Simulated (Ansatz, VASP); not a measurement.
# TiC in two plane-wave programs

Wanted: the spread between two codes on one cell, functional and k mesh. The cell is taken from a series of runs on this material, whose earlier steps may have relaxed, scaled, displaced or heated it; both programs get it as it stands.

Method: plane waves, with VASP 6.6.1 beside it; elastic constants at LDA, in Ansatz 0.2.0.

## (1) Set-up

The structure is cubic, space group Fm-3m (No. 225). Conventional cell: a = 4.255 Å, b = 4.255 Å, c = 4.255 Å, α = 90.00°, β = 90.00°, γ = 90.00°. Nearest to Ti lie 6 C at 2.13 Å. Nearest to C lie 6 Ti at 2.13 Å. Farther neighbours are not listed.

Structure file:

```cif
data_structure
_symmetry_space_group_name_H-M 'Fm-3m'
_symmetry_Int_Tables_number 225
_cell_length_a 4.2553
_cell_length_b 4.2553
_cell_length_c 4.2553
_cell_angle_alpha 90.000
_cell_angle_beta 90.000
_cell_angle_gamma 90.000
_cell_volume 77.05
loop_
_atom_site_label
_atom_site_type_symbol
_atom_site_symmetry_multiplicity
_atom_site_Wyckoff_symbol
_atom_site_fract_x
_atom_site_fract_y
_atom_site_fract_z
_atom_site_occupancy
Ti1 Ti 4 a 0.00000 0.00000 0.00000 1
C1 C 4 b 0.50000 0.00000 0.00000 1
```

## (2) Ansatz: elastic constants, LDA, pair 1

Ansatz runs on its default PAW (the set named soft_2) files.

Elastic constants are differences of stresses under small strains, so they test the stress and the mesh.

File input.yaml:

```yaml
crystal:
  lattice:
    - [0.0, 2.1276331785, 2.1276331785]
    - [2.1276331785, 0.0, 2.1276331785]
    - [2.1276331785, 2.1276331785, 0.0]
  atoms:
    - { symbol: Ti, position: [0.0, 0.0, 0.0] }
    - { symbol: C, position: [0.5, 0.5, 0.5] }
kpoints:
  mp_grid: { grid: [4, 4, 4] }
hamiltonian:
  xc: lda
scf:
  occupations: { method: methfessel_paxton, width: 0.25 }
output:
  forces: true
  stress: true
  eigenvalues: true
elastic:
  mode: relaxed_ion
  stencil: two_point
  amplitude: 0.01
```

Launch:

```console
> ansatz run input.yaml --threads 4 --pin off --max-ram 16384MiB --backend cpu --events-out ev --progress --plain --runs-dir out
```

Numbers of over 12 decimals in the logs are rounded to 6 here.

The program printed:

```text
Engine: ansatz 0.2.0, aarch64-unknown-linux-gnu
Pseudopotentials: kind: paw
Pseudopotential: Ti, paw, valence charge 12, recommended cutoff 420 eV (normal), Ti.paw.azcp
Pseudopotential: C, paw, valence charge 4, recommended cutoff 420 eV (normal), C.paw.azcp
Functional definition: SPW92
  exchange = slater_x
  correlation = pw_c
Crystal: 2 atoms, lattice volume = 19.263 Å³
Basis set: ecut = 420 eV, 339 PW (Γ)
Bands: 12, of which v1, the nominal top of the filled ones, is band 8 counted from 1 (7 counted from 0)
Symmetry: 48 space group operations
Space group: Fm-3m (ITA 225), of the structure as read, at distance tolerance 2.7e-5 Å
k-points: 8 of 64
Non-local potential: Ti, projectors of the file, l = 0: 3, l = 1: 2, l = 2: 3, l = 3: 1
Non-local potential: C, projectors of the file, l = 0: 2, l = 1: 2, l = 2: 1
PAW form: soft (Blöchl's): semilocal exchange-correlation on the pseudo side does not see the compensation charge
PAW frozen core: Ti, regenerated for the run's functional, and the local potential with it (the file was generated under x = pbe(κ = 0.804, μ = 0.219515), c = pbe(β = 0.066725))
PAW frozen core: C, regenerated for the run's functional, and the local potential with it (the file was generated under x = pbe(κ = 0.804, μ = 0.219515), c = pbe(β = 0.066725))
PAW one-centre angular grid: Ti, 590 points (default); XC on 64 Gauss nodes
PAW one-centre angular grid: C, 110 points (default); XC on 64 Gauss nodes
Initial density: superposition of atomic densities (neutral atoms: chi_scale 0, normalization atom), corrected by the library's trained network
Initial wavefunctions: pseudopotential atomic-orbital guess
Functional: x = slater, c = lda
SCF iter   1: F=—  HF=-2695.145970 eV  |F-HF|=—  |Δ(HF+E_count)|=         —  Δρ=1.60e-2  dr2=6.59e-2  ethr=1.77e-3  ⟨swp⟩=4.4  Hψ=444  notcnv=0
preconditioner: auto → none  [insulator: Δε(μ)=0.495 eV  Ē_g=8.123 eV  σ=0.250 eV  W_gap=1.04  n_scr=8 (ndim 8)  ℏωp=23.9 eV  f_vac=0.000  D(μ)=0.29/eV (n_scr^D=0)  ε∞_Penn≈9.7]
SCF iter   2: F=—  HF=-2695.134281 eV  |F-HF|=—  |Δ(HF+E_count)|=   1.17e-2  S|Δr|=    0.00e0  Δρ=6.66e-3  dr2=1.12e-2  ethr=4.12e-4  ⟨swp⟩=1.1  Hψ=161  notcnv=0
SCF iter   3: F=—  HF=-2695.132020 eV  |F-HF|=—  |Δ(HF+E_count)|=   2.26e-3  S|Δr|=    0.00e0  Δρ=6.64e-4  dr2=5.49e-5  ethr=6.98e-5  ⟨swp⟩=1.9  Hψ=107  notcnv=0
SCF iter   4: F=—  HF=-2695.131998 eV  |F-HF|=—  |Δ(HF+E_count)|=   2.22e-5  S|Δr|=    0.00e0  Δρ=1.26e-4  dr2=1.98e-6  ethr=3.43e-7  ⟨swp⟩=2.4  Hψ=138  notcnv=0
SCF iter   5: F=—  HF=-2695.132002 eV  |F-HF|=—  |Δ(HF+E_count)|=   4.76e-6  S|Δr|=    0.00e0  Δρ=1.46e-5  dr2=1.37e-8  ethr=1.24e-8  ⟨swp⟩=1.8  Hψ=104  notcnv=0
SCF iter   6: F=—  HF=-2695.132002 eV  |F-HF|=—  |Δ(HF+E_count)|=   7.70e-9  S|Δr|=    0.00e0  Δρ=1.13e-6  dr2=2.41e-10  ethr=8.53e-11  ⟨swp⟩=2.0  Hψ=118  notcnv=0
SCF iter   7: F=—  HF=-2695.132002 eV  |F-HF|=—  |Δ(HF+E_count)|=  4.23e-11  S|Δr|=    0.00e0  Δρ=4.90e-8  dr2=2.79e-13  ethr=1.51e-12  ⟨swp⟩=2.0  Hψ=121  notcnv=0
SCF iter   8: F=-2695.132002 eV  HF=-2695.132002 eV  |F-HF|=4.55e-13  |Δ(HF+E_count)|=    0.00e0  S|Δr|=    0.00e0  Δρ=4.31e-9  dr2=1.38e-15  ethr=1.00e-12  ⟨swp⟩=3.9  Hψ=274  notcnv=0
SCF 1 converged in 8 iterations: F = -2695.132002 eV  dr2 = 1.38e-15
  greatest PAW one-centre occupation: 0.999 electrons in one spin orbital (limit 2), on the Ti atom at site 0 (counted from 0), in its partial waves of l = 0
Crystal: 2 atoms, lattice volume = 19.070 Å³
Symmetry: 16 space group operations
k-points: 13 of 64
Initial density: handed on by an earlier stage of this run
Initial wavefunctions: those handed on with the density
iter 1 solved again at ethr=1.35e-5 eV; its pass at ethr=3.10e-3 eV (dr2=2.16e-3 eV) is discarded
SCF iter   1: F=—  HF=-2695.129116 eV  |F-HF|=—  |Δ(HF+E_count)|=         —  Δρ=3.32e-3  dr2=2.21e-3  ethr=1.35e-5  ⟨swp⟩=1.3  Hψ=1012  notcnv=0
preconditioner: auto → none  [insulator: Δε(μ)=0.346 eV  Ē_g=8.298 eV  σ=0.250 eV  W_gap=0.91  n_scr=8 (ndim 8)  ℏωp=24.1 eV  f_vac=0.000  D(μ)=0.46/eV (n_scr^D=0)  ε∞_Penn≈9.4]
[...]
SCF 2 converged in 7 iterations: F = -2695.128476 eV  dr2 = 1.34e-14
Crystal: 2 atoms, lattice volume = 19.455 Å³
Basis set: ecut = 420 eV, 363 PW (Γ)
[...]
preconditioner: auto → none  [insulator: Δε(μ)=0.318 eV  Ē_g=8.153 eV  σ=0.250 eV  W_gap=0.87  n_scr=8 (ndim 8)  ℏωp=23.8 eV  f_vac=0.000  D(μ)=0.51/eV (n_scr^D=0)  ε∞_Penn≈9.5]
[...]
SCF 3 converged in 6 iterations: F = -2695.128942 eV  dr2 = 8.29e-14
Crystal: 2 atoms, lattice volume = 19.262 Å³
Basis set: ecut = 420 eV, 343 PW (Γ)
Symmetry: 8 space group operations
k-points: 18 of 64
[...]
preconditioner: auto → none  [insulator: Δε(μ)=0.302 eV  Ē_g=8.220 eV  σ=0.250 eV  W_gap=0.84  n_scr=8 (ndim 8)  ℏωp=23.9 eV  f_vac=0.000  D(μ)=0.48/eV (n_scr^D=0)  ε∞_Penn≈9.5]
[...]
SCF iter   5: F=—  HF=-2695.130904 eV  |F-HF|=—  |Δ(HF+E_count)|=  6.96e-11  S|Δr|=    0.00e0  Δρ=3.03e-7  dr2=1.18e-11  ethr=3.16e-12  ⟨swp⟩=2.2  Hψ=308  notcnv=0
SCF iter   6: F=—  HF=-2695.130904 eV  |F-HF|=—  |Δ(HF+E_count)|=  2.73e-12  S|Δr|=    0.00e0  Δρ=6.90e-8  dr2=3.66e-13  ethr=7.36e-14 (applied; sched 1.00e-12)  ⟨swp⟩=2.6  Hψ=335  notcnv=0
SCF iter   7: F=-2695.130904 eV  HF=-2695.130904 eV  |F-HF|=4.55e-13  |Δ(HF+E_count)|=  4.55e-13  S|Δr|=    0.00e0  Δρ=1.09e-8  dr2=6.87e-15  ethr=1.00e-12  ⟨swp⟩=3.9  Hψ=612  notcnv=0
SCF 4 converged in 7 iterations: F = -2695.130904 eV  dr2 = 6.87e-15
iter 1 solved again at ethr=4.44e-8 eV; its pass at ethr=3.10e-3 eV (dr2=7.10e-6 eV) is discarded
SCF iter   1: F=—  HF=-2695.130913 eV  |F-HF|=—  |Δ(HF+E_count)|=         —  Δρ=2.21e-4  dr2=7.91e-6  ethr=4.44e-8  ⟨swp⟩=1.7  Hψ=1249  notcnv=0
preconditioner: auto → none  [insulator: Δε(μ)=0.308 eV  Ē_g=8.220 eV  σ=0.250 eV  W_gap=0.85  n_scr=8 (ndim 8)  ℏωp=23.9 eV  f_vac=0.000  D(μ)=0.48/eV (n_scr^D=0)  ε∞_Penn≈9.5]
SCF iter   2: F=—  HF=-2695.130914 eV  |F-HF|=—  |Δ(HF+E_count)|=   9.47e-7  S|Δr|=    0.00e0  Δρ=9.33e-5  dr2=1.19e-6  ethr=4.44e-8  ⟨swp⟩=1.6  Hψ=234  notcnv=0
SCF iter   3: F=—  HF=-2695.130904 eV  |F-HF|=—  |Δ(HF+E_count)|=   1.02e-5  S|Δr|=    0.00e0  Δρ=1.07e-5  dr2=6.10e-9  ethr=7.46e-9  ⟨swp⟩=2.1  Hψ=256  notcnv=0
SCF iter   4: F=—  HF=-2695.130904 eV  |F-HF|=—  |Δ(HF+E_count)|=   4.47e-9  S|Δr|=    0.00e0  Δρ=1.54e-6  dr2=1.16e-10  ethr=3.81e-11  ⟨swp⟩=2.4  Hψ=315  notcnv=0
SCF iter   5: F=—  HF=-2695.130904 eV  |F-HF|=—  |Δ(HF+E_count)|=  7.59e-11  S|Δr|=    0.00e0  Δρ=1.89e-7  dr2=1.76e-12  ethr=7.22e-13 (applied; sched 1.00e-12)  ⟨swp⟩=2.3  Hψ=298  notcnv=0
SCF iter   6: F=-2695.130904 eV  HF=-2695.130904 eV  |F-HF|=4.55e-13  |Δ(HF+E_count)|=  2.27e-12  S|Δr|=    0.00e0  Δρ=1.69e-8  dr2=3.32e-14  ethr=1.00e-12  ⟨swp⟩=4.0  Hψ=649  notcnv=0
SCF 5 converged in 6 iterations: F = -2695.130904 eV  dr2 = 3.32e-14
SCF converged after 8 iterations
Stability not checked: this state was not tested for a lower state beside it, because cold or Methfessel-Paxton smearing, or corrected tetrahedra, fill the levels in a way that the test cannot read (fill_not_monotonic; see scf.lower_state_search)
Free energy (F): -2695.132002 eV
Harris-Foulkes:  -2695.132002 eV  (|F-HF|=4.55e-13)
Internal energy: -2695.137431 eV  (E = F + TS)
E sigma→0 (E₀):  -2695.133360 eV
Entropy (-TS):   0.005429 eV (2.714 meV/atom)
Fermi energy:    15.075422 eV
Step filling:    the computed levels leave a gap of 0.4303 eV = 1.7 smearing widths at the electron count; against every level under it full and every level over it empty, smearing changes F+E_penalty+E_count by +4.206 meV and its σ→0 estimate by +2.849 meV
--- Per-component energies (eV) ---
  E_band       = -97.253868
  E_kinetic    = 365.131850
  E_local      = -748.593704  (includes V_loc(G=0)·N_el)
  E_nonlocal   = 37.365790
  E_hartree    = 305.484590
  E_xc         = -147.133887
  E_vxc        = -184.578806  (∫ρ·V_xc dr)
  E_paw        = -1089.576922  (= ΣΔE_a)
  E_vpaw       = -177.548277  (= ΣTr[D̂ρ^β])
  E_aug_tail   = 0.000100  (compensation charges beyond the density's cutoff)
  E_ewald      = -1418.204031
  E_core_change = 0.388783  (= ΣΔE_core)
  E_smearing   = 0.005429  (= −TS)
  E_closure    = -0.000000  (closes the sum)
  Σ components = -2695.132002   (vs F -2695.132002, Δ=0.00e0)
--- Forces (eV/Å), atoms counted from 1 ---
  atom   1  Ti    -0.00000000     0.00000000     0.00000000
  atom   2  C      0.00000000    -0.00000000     0.00000000
  max |Σ_I F_I| component: 8.55e-30 eV/Å
--- Stress (GPa, compression-positive) ---
       -0.002497      -0.000000       0.000000
       -0.000000      -0.002497      -0.000000
        0.000000      -0.000000      -0.002497
  P = ⅓ Tr σ = -0.0025 GPa (-0.025 kbar)
--- Band table (eV; the first three rows and the last of 8) ---
  k-point 0: bands = [... 4 lower, 2.8074, 16.0020, 16.0020, 16.0020, 17.0033, 17.0033, 17.0033, 17.1846]
  k-point 1: bands = [... 4 lower, 4.2153, 12.4699, 13.4898, 13.4898, 17.1797, 17.1797, 18.3182, 21.5086]
  k-point 2: bands = [... 4 lower, 6.6035, 9.2211, 12.2198, 12.2198, 18.4528, 18.4528, 19.7192, 23.8767]
  k-point 7: bands = [... 4 lower, 5.8023, 12.0796, 12.0796, 12.4637, 18.2702, 18.2702, 19.1179, 20.9402]
--- Elastic constants: 2 strain directions × 2 members + reference (group order 48) ---
  dense FFT box of the reference and of every strained cell: 24×24×24
  strains applied: 11, 23; error gains: componentwise 1.00 (the most a stress slope's error grows in a printed constant), spectral 1.73 (1 for all six strains in a standard setting)
  C = ∂σ_k/∂η_j (tension-positive GPa; Voigt order 11 22 33 23 13 12):
       556.948    144.355    144.355      0.000      0.000     -0.000
       144.355    556.948    144.355      0.000      0.000      0.000
       144.355    144.355    556.948      0.000      0.000      0.000
         0.000     -0.000     -0.000    183.814     -0.000     -0.000
        -0.000     -0.000      0.000      0.000    183.814     -0.000
        -0.000      0.000     -0.000     -0.000     -0.000    183.814
  reference stress σ⁰ (GPa):      0.002      0.002      0.002      0.000     -0.000      0.000
  C* (energy form; C + prestress term) asymmetry max|C*_kj − C*_jk| = 2.842e-14 GPa — a small one proves nothing (zero by symmetry where the batch's group is 432, −43m or m−3m); a large one is finite-difference/SCF noise where every solve meets its electron count
  moduli (Voigt/Reuss/Hill, GPa): K = 281.89/281.89/281.89   G = 192.81/192.19/192.50   E = 470.42   ν = 0.222
  mechanically stable: yes (min eigenvalue of sym C = 183.81 GPa)
  strain η (Voigt 11):  stress-route row diagonal C_11 = 556.95 GPa, energy-path curvature d²(F+E_count+ΔE)/dδ²/Ω₀ = 552.13 GPa
         δ    σ_11 (GPa)             F (eV)   n_scf  n_hpsi   n_pw
    -1.000e-2      -6.0791       -2695.1284758       7    2700    388   relax 0 steps, max|allowed force component| 9.86e-31 eV/Å
     1.000e-2       5.0599       -2695.1289415       6    2317    388   relax 0 steps, max|allowed force component| 7.89e-31 eV/Å
  strain η (Voigt 23):  stress-route row diagonal C_44 = 183.81 GPa, energy-path curvature d²(F+E_count+ΔE)/dδ²/Ω₀ = 183.24 GPa
         δ    σ_23 (GPa)             F (eV)   n_scf  n_hpsi   n_pw
    -1.000e-2      -1.8381       -2695.1309039       7    3653    388   relax 0 steps, max|allowed force component| 4.04e-30 eV/Å
     1.000e-2       1.8381       -2695.1309039       6    3229    388   relax 0 steps, max|allowed force component| 5.92e-31 eV/Å
```

[end of part 1 of 2]

[Lines on the potential files, build, host, timing and source positions are cut from VASP's logs without a mark.]

[Logs are printed without paths, hosts, clocks, repeated set-up lines and the standing remarks that a program may print on its own settings, such as how far it seeks lower states.]

[Hosts, paths, dates, database ids (printed as entryN), source tags and the programs' standing remarks are cut or masked in the printed files.]
